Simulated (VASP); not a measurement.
Crystal: TaN.

```
Ta N
1.0
     0.00000    2.20000    2.20000
     2.20000    0.00000    2.20000
     2.20000    2.20000    0.00000
Ta N
1 1
Direct
  0.00000 0.00000 0.00000
  0.50000 0.50000 0.50000
```

The cell was built by a generator and needn't be a form met in nature.

```yaml
Program: VASP 6.6.1
Task: relaxation of cell and atoms
Functional: PBE
Potentials_or_basis: VASP PAW PBE potentials, release 64 (Ta_pv, N)
Cutoff: 600 eV
k_mesh: 16 × 16 × 16
Occupations: methfessel-paxton, width 0.2 eV
Spin: no spin polarisation
```

At the start: pressure 4.7 GPa; volume 10.65 Å³/atom.

Problem. Where does the relaxation end?

Solution. Over 3 steps the energy falls by 2.1 meV/atom and the volume is 10.80 Å³/atom (+1.4 %); space group Fm-3m (No. 225, to 0.05 Å).

The path:
```
step  energy change (eV)  largest force (eV/Å)  pressure (GPa)  volume (Å³)
   1              0.0000                0.0000            4.68        21.30
   2              0.0165                0.0000           -9.52        22.27
   3             -0.0043                0.0000           -0.09        21.59
```

Final structure:
```cif
data_structure
_symmetry_space_group_name_H-M 'P 1'
_symmetry_Int_Tables_number 1
_cell_length_a 3.1257
_cell_length_b 3.1257
_cell_length_c 3.1257
_cell_angle_alpha 60.000
_cell_angle_beta 60.000
_cell_angle_gamma 60.000
_cell_volume 21.59
loop_
_atom_site_label
_atom_site_type_symbol
_atom_site_fract_x
_atom_site_fract_y
_atom_site_fract_z
_atom_site_occupancy
Ta1 Ta 0.00000 0.00000 0.00000 1
N1 N 0.50000 0.50000 0.50000 1
```
